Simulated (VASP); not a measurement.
Computed with PBE GGA, VASP's PBE PAW potentials (set 64) (plane waves; VASP 6.6.1).

VASP input:

File POSCAR:
```
WC
1
    2.9165900000     0.0000000000     0.0000000000
   -1.4582950000     2.5258410000     0.0000000000
    0.0000000000     0.0000000000     2.8394400000
W C
1 1
Direct
 -0.0056690000  -0.0046750000   0.0046430000
  0.6723360000   0.3380080000   0.4953570000
```

INCAR:
```
SYSTEM = WC
PREC = Accurate; ENCUT = 400; LREAL = .False.
LASPH = .True.
EDIFF = 1E-6; NELM = 100; ALGO = Normal
LMAXMIX = 6
ISMEAR = -1; SIGMA = 0.1
GGA = PE
ISIF = 2
LWAVE = .False.; LCHARG = .False.
```

### KPOINTS
```
Automatic mesh
0
gamma
  17 17 15
```

POTCAR, in this order: W_sv C (PBE.64 set). Program: vasp_std.

Output

**OSZICAR**
```
       N       E                     dE             d eps       ncg     rms          rms(c)
DAV:   1     0.945138090552E+02    0.94514E+02   -0.84381E+03 56630   0.129E+03
DAV:   2    -0.221922750078E+02   -0.11671E+03   -0.11360E+03 65333   0.340E+02
DAV:   3    -0.254750300459E+02   -0.32828E+01   -0.32577E+01 68372   0.549E+01
DAV:   4    -0.255042065642E+02   -0.29177E-01   -0.29159E-01 62239   0.543E+00
DAV:   5    -0.255044433283E+02   -0.23676E-03   -0.23676E-03 66333   0.500E-01    0.320E+01
DAV:   6    -0.225380305878E+02    0.29664E+01   -0.95197E+00 63303   0.316E+01    0.850E+00
DAV:   7    -0.224731440298E+02    0.64887E-01   -0.41623E-01 58003   0.570E+00    0.606E+00
DAV:   8    -0.224470787656E+02    0.26065E-01   -0.68394E-02 63378   0.250E+00    0.836E-01
DAV:   9    -0.224461395235E+02    0.93924E-03   -0.33394E-03 61033   0.466E-01    0.142E-01
DAV:  10    -0.224460876015E+02    0.51922E-04   -0.25602E-04 66593   0.214E-01    0.698E-02
DAV:  11    -0.224460863132E+02    0.12883E-05   -0.16812E-05 60938   0.395E-02    0.101E-02
DAV:  12    -0.224460852519E+02    0.10613E-05   -0.43294E-06 59253   0.206E-02    0.297E-03
DAV:  13    -0.224460852723E+02   -0.20362E-07   -0.88695E-08 28659   0.314E-03
   1 F= -.22446085E+02 E0= -.22441189E+02  d E =-.979349E-02
```

File OUTCAR:
```
------------------------ aborting loop because EDIFF is reached ----------------------------------------
  FORCE on cell =-STRESS in cart. coord.  units (eV):
  Direction    XX          YY          ZZ          XY          YZ          ZX
  --------------------------------------------------------------------------------------
  Total        0.1888882      0.4366318      0.4788077     -0.1006109     -0.0319905     -0.0243246
  in kB       14.4677646     33.4435110     36.6739412     -7.7062234     -2.4502865     -1.8631235
  external PRESSURE =      28.1950723 kB  Pullay stress =       0.0000000 kB
  volume of cell :       20.92
      direct lattice vectors                 reciprocal lattice vectors
     2.916590000  0.000000000  0.000000000     0.342866155  0.197953870  0.000000000
    -1.458295000  2.525841000  0.000000000     0.000000000  0.395907739  0.000000000
     0.000000000  0.000000000  2.839440000     0.000000000  0.000000000  0.352182120
 POSITION                                       TOTAL-FORCE (eV/Angst)
 -----------------------------------------------------------------------------------
      1.44858      2.51403      0.01318         0.291731      0.368254     -0.365988
      1.46801      0.85375      1.40654        -0.291731     -0.368254      0.365988
 -----------------------------------------------------------------------------------
    total drift:                               -0.000066     -0.000091      0.000027
  FREE ENERGIE OF THE ION-ELECTRON SYSTEM (eV)
  ---------------------------------------------------
  free  energy   TOTEN  =       -22.4460852723 eV

  energy  without entropy=      -22.4362917787  energy(sigma->0) =      -22.44118853
```
(Selected blocks of OUTCAR.)

At this cut-off the stress carries a Pulay error, which pulls relaxed volumes low.

The structure comes from a computed database's WC entry; how it stands against other phases isn't given here. The cell was not relaxed at this level, atoms are displaced from their ideal sites. The run is one of a series of settings (KPOINTS 17×17×15 Γ-centred mesh against the base run), some of them coarse on purpose.
